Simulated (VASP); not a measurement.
Runs of VASP 6.6.1 on TcSe2. Symmetry: R-3m, No. 166, trigonal system. The conventional cell has a = 3.857 Å, b = 3.857 Å, c = 17.491 Å, α = 90.00°, β = 90.00°, γ = 120.00°. Around Tc (site symmetry -3m) lie 6 Se at 2.64 Å. Around Se (site symmetry 3m) lie 3 Tc at 2.64 Å. The cell was built by a generator and needn't be a form met in nature.

```csv
spin,U,fixed moment (μB),further INCAR settings,gap on the mesh (eV),pressure (GPa),moment (μB),largest force (eV/Å)
"collinear, ferromagnetic start",Tc d U = 5 eV,-,ALGO = Normal; EDIFF = 1e-07,0.19,-4.2,3.00,0.34
"collinear, random start",Tc d U = 5 eV,-,ALGO = Fast; EDIFF = 1e-06,0.19,-4.2,3.00,0.34
"collinear, ferromagnetic start",Tc d U = 5 eV,1,ALGO = Normal; EDIFF = 1e-07,-,(a),1.00,0.51
"collinear, ferromagnetic start",Tc d U = 3 eV,-,ALGO = Normal; EDIFF = 1e-06,none,(b),2.99,0.54
```

Alike in all rows: task single point; level PBEsol+U; potentials or basis VASP PAW PBE potentials, release 64 (Tc_pv, Se); cell as given; k mesh 6 × 6 × 6; cutoff (eV) 520; smearing gaussian 0.05 eV.

Q: Estimate the missing entries.

A: (a) -6.8; (b) -6.2.

Caveats: the PAW data sets were made with another functional, which shifts forces and pressure a little; the total moment is fixed, so each spin has its own Fermi level (some runs).

A k mesh can miss the band edges, and the runs leave out spin-orbit coupling on Se, Tc.

A gap of «none» marks a metal or a gap under the smearing width.
